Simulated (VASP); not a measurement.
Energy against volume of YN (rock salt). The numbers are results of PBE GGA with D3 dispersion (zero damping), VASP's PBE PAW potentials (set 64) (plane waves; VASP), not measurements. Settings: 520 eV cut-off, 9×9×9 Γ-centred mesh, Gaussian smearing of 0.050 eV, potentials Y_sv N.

```csv
V (Å³/atom),E (eV/atom)
13.573,-9.32061
14.006,-9.34366
14.440,-9.35090
14.873,-9.34464
```

Question: Fit these four points and predict the energy of the run at 15.306 Å³/atom.

Answer: A cubic in V^(−2/3), the third-order Birch-Murnaghan form, passes through the four points with V0 = 14.44 Å³/atom and B0 = 166 GPa, and gives -9.3269 eV/atom there. The run gave -9.3269 eV/atom, +0.0 meV/atom from the fit; all five points give B0 = 166 GPa.

The compound is YN in the rock salt structure. It was relaxed first.
